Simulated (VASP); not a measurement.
Here is the system:

```yaml
crystal:
  lattice:
    - [0.00000, 1.81928, 1.81928]
    - [1.81928, 0.00000, 1.81928]
    - [1.81928, 1.81928, 0.00000]
  atoms:
    - { symbol: C, position: [0.00000, 0.00000, 0.00000] }
    - { symbol: C, position: [0.25000, 0.25000, 0.25000] }
```

Method: vdW-DF-cx, VASP's PBE PAW potentials (set 64) (plane waves; VASP 6.6.1). Numerical set-up: 520 eV cut-off, 13×13×13 Γ-centred mesh, Gaussian smearing of 0.050 eV, potentials C.

### Question
Give the stress tensor in GPa (positive for a compressed cell).

### Answer

```
-22.99    0.00    0.00
  0.00  -22.99    0.00
  0.00    0.00  -22.99
```
The pressure is its mean diagonal, -22.99 GPa.

The compound is C in the diamond structure. This cell is one point of a volume scan, at 1.06 of the reference volume.
